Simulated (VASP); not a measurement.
**FeNiAs4 (space group P2/m): computed properties**

These are PBEsol GGA, VASP's PBE PAW potentials (set 64) (plane waves; VASP) values and carry that method's errors.

```yaml
space_group: P2/m (10)
cell: a = 5.1186 Å, b = 3.0512 Å, c = 5.8707 Å, α = 90.00°, β = 90.00°, γ = 90.00°
volume_per_atom: 15.28 Å³/atom
band gap (over mesh and band path): none (metal, semimetal or under 0.01 eV)
cell_moment: -0.59 μB
density: 7.50 g/cm³
```

```
CELL_PARAMETERS angstrom
      5.11856     0.00000     0.00745
      0.00000     3.05122     0.00000
     -0.00859     0.00000     5.87068
ATOMIC_POSITIONS crystal
  Fe 0.50000 0.50000 0.50000
  Ni 0.00000 0.00000 0.00000
  As 0.31728 0.50000 0.13992
  As 0.68272 0.50000 0.86008
  As 0.81167 0.00000 0.36678
  As 0.18833 0.00000 0.63322
```

The run has a spin-polarised start.

The structure comes from a computed database's FeNiAs4 entry (P2/m); how it stands against other phases isn't given here. It was relaxed first. Symmetry was kept, so distortions that lower it aren't found.
